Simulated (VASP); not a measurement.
```xyz
6
Lattice="4.8013 0.0000 0.0000 0.0000 4.8013 0.0000 0.0000 0.0000 3.1872" Properties=species:S:1:pos:R:3 pbc="T T T"
Zn     0.0000     0.0000     0.0000
Zn     2.4006     2.4006     1.5936
F      1.4604     1.4604     0.0000
F      3.8610     0.9403     1.5936
F      0.9403     3.8610     1.5936
F      3.3409     3.3409     0.0000
```

Calculation: PBE GGA, VASP's PBE PAW potentials (set 64) (plane waves; VASP). Numerical set-up: 520 eV cut-off, 5×5×8 Γ-centred mesh, tetrahedra with Blöchl corrections, potentials Zn F.

The cores are frozen, which limits the accuracy of field gradients.

**Question.** Give the principal components of the electric field gradient (V/Å²) and the asymmetry η at each nucleus.

**Answer.** 
```
atom    Vxx   Vyy    Vzz     η
----  -----  ----  -----  ----
Zn1   -14.6  -3.7   18.3  0.59
Zn2   -14.6  -3.7   18.3  0.59
F3     65.1  28.2  -93.2  0.40
F4     65.1  28.2  -93.2  0.40
F5     65.1  28.2  -93.2  0.40
F6     65.1  28.2  -93.2  0.40
```

The compound is ZnF2 in the rutile structure. It was relaxed first, which changed the volume by +6 %.
